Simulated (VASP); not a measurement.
An input for Ansatz (written as the equivalent of a VASP run, and not itself run):

Ansatz 0.2 input:
```yaml
crystal:
  lattice:
    - [0.0000000, 2.6565789, 2.6565789]
    - [2.6565789, 0.0000000, 2.6565789]
    - [2.6565789, 2.6565789, 0.0000000]
  atoms:
    - { symbol: Co, position: [0.0000000, 0.0000000, 0.0000000] }
    - { symbol: Si, position: [0.2500000, 0.2500000, 0.2500000] }
    - { symbol: Si, position: [0.7500000, 0.7500000, 0.7500000] }
kpoints:
  mp_grid: { grid: [9, 9, 9] }
hamiltonian:
  xc: pbesol
  pseudopotentials: { kind: paw }
scf:
  occupations: { method: methfessel_paxton, width: 0.1 }
  max_iter: 100
relax:
  max_steps: 60
  f_tol: 0.02
  cell: {}
output: { forces: true, stress: true, eigenvalues: true }
```

Question: Write the VASP files for the same calculation (PBEsol).

Answer: Several could match; the one computed here: 
INCAR:
```
! general
SYSTEM  = CoSi2
PREC    = Accurate
ENCUT   = 480   ! plane-wave cut-off (eV)
LREAL   = .False.
LASPH   = .True.   ! aspherical one-centre terms

! electronic loop
EDIFF   = 1E-6   ! SCF stop (eV)
NELM    = 100
ALGO    = Normal   ! blocked Davidson
LMAXMIX = 4   ! l cut-off of mixed one-centre charges

! smearing
ISMEAR  = 1   ! Methfessel-Paxton
SIGMA   = 0.1

! functional
GGA     = PS   ! PBEsol

! ions
IBRION  = 2   ! conjugate gradients
NSW     = 60   ! most ionic steps
ISIF    = 3   ! ions, shape and volume
EDIFFG  = -0.02   ! ionic stop

! output
LWAVE   = .False.
LCHARG  = .False.
```

KPOINTS:
```
Automatic mesh
0
Gamma
9 9 9
0 0 0
```

File POSCAR:
```
CoSi2
1
    0.0000000000     2.6565789312     2.6565789312
    2.6565789312     0.0000000000     2.6565789312
    2.6565789312     2.6565789312    -0.0000000000
Co Si
1 2
Direct
  0.0000000000   0.0000000000   0.0000000000
  0.2500000000   0.2500000000   0.2500000000
  0.7500000000   0.7500000000   0.7500000000
```

POTCAR, in this order: Co Si (PBE.64 set). Program: vasp_std.

The two are equivalent in intent, not identical: each code has its own PAW files, so the cut-off isn't converted (ENCUT is set for VASP's; basis.ecutwfc is left out, and Ansatz then takes the one that its files recommend); Ansatz stops its SCF on the density residual and VASP on the energy change (EDIFF).

The compound is CoSi2 in the fluorite structure. It was relaxed first. The start is the result of an earlier pass.
